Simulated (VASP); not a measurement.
Given:

```yaml
crystal:
  lattice:
    - [4.40090, 0.00000, 0.00000]
    - [-2.20045, 3.81129, 0.00000]
    - [0.00000, 0.00000, 6.85727]
  atoms:
    - { symbol: Dy, position: [0.33333, 0.66667, 0.24670] }
    - { symbol: Dy, position: [0.66667, 0.33333, 0.75330] }
    - { symbol: S, position: [0.00000, 0.00000, 0.00000] }
    - { symbol: S, position: [0.33333, 0.66667, 0.64700] }
    - { symbol: S, position: [0.66667, 0.33333, 0.35300] }
```

Method: PBE GGA, VASP's PBE PAW potentials (set 64) (plane waves; VASP). Run with 400 eV cut-off, 7×7×4 Monkhorst-Pack mesh, Gaussian smearing of 0.050 eV, potentials Dy_3 S.

The 4f electrons are frozen in the core of the lanthanide potential, so 4f levels, which can set the real gap, and their magnetism are missing.

### Question
Predict the energy per atom (σ→0), pressure, largest force.

### Answer

* **energy per atom (σ→0)**: -6.255 eV/atom
* **pressure**: 17.2 kbar
* **largest force**: 0.364 eV/Å

Only differences to runs with the same potentials and settings are physical.

The structure was generated: Dy2S3 was put into the A-La2O3 type (P-3m1), which need not be its known phase. The cell was not relaxed at this level. The run is one of a series of settings (KPOINTS 7×7×4 Monkhorst-Pack mesh against the base run), some of them coarse on purpose.
